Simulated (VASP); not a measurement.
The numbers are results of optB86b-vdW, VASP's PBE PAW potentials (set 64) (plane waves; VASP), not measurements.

The input files of a VASP run:

File KPOINTS:
```
k-points along high-symmetry lines
10
Line-mode
Reciprocal
  0.000000   0.000000   0.000000 ! GAMMA
  0.000000   0.500000   0.000000 ! M

  0.000000   0.500000   0.000000 ! M
 -0.333333   0.666667   0.000000 ! K

 -0.333333   0.666667   0.000000 ! K
  0.000000   0.000000   0.000000 ! GAMMA

  0.000000   0.000000   0.000000 ! GAMMA
  0.000000   0.000000   0.500000 ! A

  0.000000   0.000000   0.500000 ! A
  0.000000   0.500000   0.500000 ! L

  0.000000   0.500000   0.500000 ! L
 -0.333333   0.666667   0.500000 ! H

 -0.333333   0.666667   0.500000 ! H
  0.000000   0.000000   0.500000 ! A

  0.000000   0.500000   0.500000 ! L
  0.000000   0.500000   0.000000 ! M

 -0.333333   0.666667   0.500000 ! H
 -0.333333   0.666667   0.000000 ! K
```

INCAR:
```
AGGAC = 0.0
ALGO = Normal
EDIFF = 1E-7
ENCUT = 520
GGA = MK
ICHARG = 11
ISMEAR = 0
LASPH = T
LCHARG = F
LMAXMIX = 4
LORBIT = 11
LREAL = F
LUSE_VDW = T
LWAVE = F
NELM = 100
PARAM1 = 0.1234
PARAM2 = 1.0
PREC = Accurate
SIGMA = 0.05
SYSTEM = GaN
```

### POSCAR
```
GaN
3.1989840
  0.4999999595  -0.8660253216   0.0000000000
  0.4999999595   0.8660253216   0.0000000000
  0.0000000000   0.0000000000   1.6287775699
Ga N
2 2
Cartesian
  0.4999999595  -0.2886756845   0.8145855380
  0.4999999595   0.2886756845   0.0001967531
  0.4999999595  -0.2886756845   1.4282411757
  0.4999999595   0.2886756845   0.6138523908
```

POTCAR, in this order: Ga_d N (PBE.64 set). Program: vasp_std. Read from the step before: CHGCAR.

Output

### OSZICAR
```
       N       E                     dE             d eps       ncg     rms          rms(c)
DAV:   1     0.280705250187E+03    0.28071E+03   -0.18618E+04  4120   0.308E+03
DAV:   2     0.190396890490E+02   -0.26167E+03   -0.25382E+03  4330   0.543E+02
DAV:   3    -0.130247144928E+02   -0.32064E+02   -0.31535E+02  4524   0.149E+02
DAV:   4    -0.143326142918E+02   -0.13079E+01   -0.13040E+01  5306   0.311E+01
DAV:   5    -0.143573028076E+02   -0.24689E-01   -0.24651E-01  4578   0.382E+00
DAV:   6    -0.143583528582E+02   -0.10501E-02   -0.10500E-02  6042   0.726E-01
DAV:   7    -0.143583662984E+02   -0.13440E-04   -0.13438E-04  4676   0.659E-02
DAV:   8    -0.143583667066E+02   -0.40820E-06   -0.40822E-06  5912   0.105E-02
DAV:   9    -0.143583667153E+02   -0.87512E-08   -0.87328E-08  3314   0.128E-03
   1 F= -.14358367E+02 E0= -.14358367E+02  d E =-.536831E-16
```

### OUTCAR
```
 val. band max:        5.0853655867   @ k =   0.0000   0.0000   0.0000

 cond. band min:       6.9271047330   @ k =   0.0000   0.0000   0.0000



 k-point     1 :       0.0000    0.0000    0.0000
  band No.  band energies     occupation
      1     -10.7666      2.00000
      2      -9.9065      2.00000
      3      -8.4028      2.00000
      4      -8.3877      2.00000
      5      -8.3877      2.00000
      6      -8.3289      2.00000
      7      -8.3289      2.00000
      8      -8.1471      2.00000
      9      -8.1471      2.00000
     10      -8.0525      2.00000
     11      -8.0525      2.00000
     12      -6.7785      2.00000
     13      -1.9010      2.00000
     14       4.0672      2.00000
     15       4.0672      2.00000
     16       5.0481      2.00000
     17       5.0853      2.00000
     18       5.0854      2.00000
     19       6.9271      0.00000
     20       9.2440      0.00000
     21      14.1978      0.00000
     22      14.8603      0.00000

 k-point     2 :       0.0000    0.0556    0.0000
  band No.  band energies     occupation
      1     -10.7364      2.00000
      2      -9.8989      2.00000
      3      -8.4008      2.00000
      4      -8.3833      2.00000
      5      -8.3768      2.00000
      6      -8.3258      2.00000
      7      -8.3230      2.00000
      8      -8.1496      2.00000
      9      -8.1475      2.00000
     10      -8.0577      2.00000
     11      -8.0518      2.00000
     12      -6.7566      2.00000
     13      -1.8573      2.00000
     14       3.8274      2.00000
     15       4.0013      2.00000
     16       4.7618      2.00000
     17       5.0199      2.00000
     18       5.0582      2.00000
     19       7.2264      0.00000
     20       9.4509      0.00000
     21      14.1302      0.00000
     22      14.6135      0.00000

 k-point     3 :       0.0000    0.1111    0.0000
  band No.  band energies     occupation
      1     -10.6497      2.00000
      2      -9.8782      2.00000
...
```

The density is held fixed in this step, so its total energy and stress have no physical meaning.

The compound is GaN in the wurtzite structure. It was relaxed first.
